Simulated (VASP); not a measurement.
ZrAl3B3N:

```xyz
8
Lattice="3.3950 1.9601 2.7700 -3.3950 1.9601 2.7700 0.0000 -3.9202 2.7700" Properties=species:S:1:pos:R:3 pbc="T T T"
Zr    0.0000    0.0000    0.0000
Al    0.0000    1.9601    2.7700
Al   -1.6975   -0.9801    2.7700
Al    1.6975   -0.9801    2.7700
B     0.0000    1.9601    4.8475
B    -1.6975   -0.9801    4.8475
B     1.6975   -0.9801    4.8475
N     0.0000    0.0000    2.0775
```

The cell was built by a generator and needn't be a form met in nature.

| Item | Value |
| --- | --- |
| Program | VASP 6.6.1 |
| Task | relaxation of cell and atoms |
| Functional | PBE |
| Potentials or basis | VASP PAW PBE potentials, release 64 (Zr_sv, Al, B, N) |
| Cutoff | 520 eV |
| k mesh | 3 × 3 × 3 |
| Occupations | gaussian, width 0.15 eV |
| Spin | no spin polarisation |

At the start: pressure 11.0 GPa; volume 13.82 Å³/atom.

Q: Where does the relaxation end?

A: Over 23 steps the energy falls by 588.0 meV/atom and the volume is 13.83 Å³/atom (+0.1 %); space group R3m (No. 160, to 0.05 Å).

Step by step:
```tsv
step	energy change (eV)	largest force (eV/Å)	pressure (GPa)	volume (Å³)
1	0.0000	2.7772	11.00	110.60
2	-1.6375	1.4299	-5.78	126.49
3	-1.6439	1.3681	-6.38	127.41
4	-2.1939	0.9878	-0.96	120.42
5	-2.2047	1.3020	0.10	119.42
6	-2.4126	1.1068	0.64	117.60
7	-2.5420	1.9969	1.87	115.00
8	-2.6728	1.7167	1.04	114.87
9	-2.9843	1.1855	-1.47	114.44
10	-3.2528	1.7385	-6.11	113.34
11	-3.2526	1.6162	-5.22	113.63
12	-3.4529	1.7271	-4.67	111.88
13	-3.7878	1.7914	-0.93	106.70
14	-4.0618	1.7394	1.49	105.32
15	-4.1325	1.7023	3.95	104.26
16	-4.3690	1.1984	2.46	105.83
17	-4.6475	0.8509	-1.13	110.47
18	-4.6500	0.8748	-0.89	110.05
19	-4.6879	0.4032	0.34	109.74
20	-4.6929	0.2168	0.82	109.60
21	-4.7018	0.1280	0.27	110.28
22	-4.7026	0.1079	-0.03	110.57
23	-4.7040	0.0773	-0.04	110.65
```

Final structure:
```xyz
8
Lattice="3.2199 1.8590 3.0810 -3.2199 1.8590 3.0810 0.0000 -3.7180 3.0810" Properties=species:S:1:pos:R:3 pbc="T T T"
Zr    0.0000    0.0000    0.1008
Al    0.0000    1.5922    3.2204
Al   -1.3789   -0.7961    3.2204
Al    1.3789   -0.7961    3.2204
B     0.0000    1.0307    5.2797
B    -0.8926   -0.5153    5.2797
B     0.8926   -0.5153    5.2797
N     0.0000    0.0000    2.1283
```

Caveat: the k mesh is coarse (spacing up to 0.44 Å⁻¹), so the values aren't converged.
